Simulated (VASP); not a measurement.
VASP runs on MnO (rock salt, AFM-II order) share one base input (PBE GGA, plane waves, VASP's PBE PAW potentials (set 64)) and change the settings named in each case.

POSCAR:
```
MnO
1
    4.5288000000     2.2644000000     2.2644000000
    2.2644000000     4.5288000000     2.2644000000
    2.2644000000     2.2644000000     4.5288000000
Mn O
2 2
Direct
  0.0000000000   0.0000000000   0.0000000000
  0.5000000000   0.5000000000   0.5000000000
  0.2500000000   0.2500000000   0.2500000000
  0.7500000000   0.7500000000   0.7500000000
```

INCAR:
```
# general
SYSTEM   =  MnO
PREC     =  Accurate
ENCUT    =  520
LREAL    =  .False.
LASPH    =  .True.

# electronic loop
EDIFF    =  1E-6
NELM     =  100
ALGO     =  Normal
LMAXMIX  =  4

# smearing
ISMEAR   =  0
SIGMA    =  0.05

# functional
GGA      =  PE

# spin
ISPIN    =  2
MAGMOM   =  5.0 -5.0 0.0 0.0

# ions
ISIF     =  2

# output
LWAVE    =  .False.
LCHARG   =  .False.
LORBIT   =  10
```

File KPOINTS:
```
Automatic mesh
0
Gamma
7 7 7
0 0 0
```

POTCAR, in this order: Mn_pv O (PBE.64 set). Program: vasp_std.

| change | E(σ→0) (eV/atom) | irreducible k-points |
|---|---|---|
| base run | -8.2612 | 44 |
| KGAMMA = .TRUE., KSPACING = 0.35, KPOINTS file removed | -8.2612 | 44 |
| KGAMMA = .TRUE., KSPACING = 0.8, KPOINTS file removed | -8.2462 | 6 |
| KGAMMA = .TRUE., KSPACING = 0.4, KPOINTS file removed | -8.2609 | 32 |
| KGAMMA = .FALSE., KSPACING = 0.6, KPOINTS file removed | -8.2566 | 10 |

Left out are runs that ran out of time, are held back, or changed the cell or the kind of run, fixed moments of cells without a moment, rows past the twelfth, gaps on odd meshes, pressures of charged cells and columns that move by less than the noise.

The compound is MnO in the rock salt, AFM-II order structure. The cell was not relaxed at this level. The spin order is the one that the start imposed; others were not tried in this run.
